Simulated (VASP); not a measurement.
Energy against volume of GaAs (zinc blende). Computed with TPSS meta-GGA, VASP's PBE PAW potentials (set 64) (plane waves; VASP).

| V (Å³/atom) | E (eV/atom) |
|---|---|
| 21.887 | -12.07657 |
| 22.585 | -12.09131 |
| 23.284 | -12.09608 |
| 23.982 | -12.09248 |
| 24.681 | -12.08180 |

**Question.** Fit a third-order Birch-Murnaghan equation of state.

**Answer.** 
```yaml
volume_per_atom: 23.31 Å³/atom
bulk_modulus: 63.6 GPa
pressure_derivative_of_the_bulk_modulus: 4.71
lattice_constant_a: 571.3 pm
```

Measured: bulk modulus 76.7 GPa at 0 K (computed value off by -17.1 %), as given by Daniel Mejia-Rodriguez et al., Physical Review B (2018), arXiv:1807.09216 [0 K value with the zero-point phonon effect removed]; a 5.640 Å at 0 K (computed value off by +1.3 %), as given by Daniel Mejia-Rodriguez et al., Physical Review B (2018), arXiv:1807.09216 [static lattice: zero-point anharmonic expansion removed].

The compound is GaAs in the zinc blende structure. It was relaxed first.
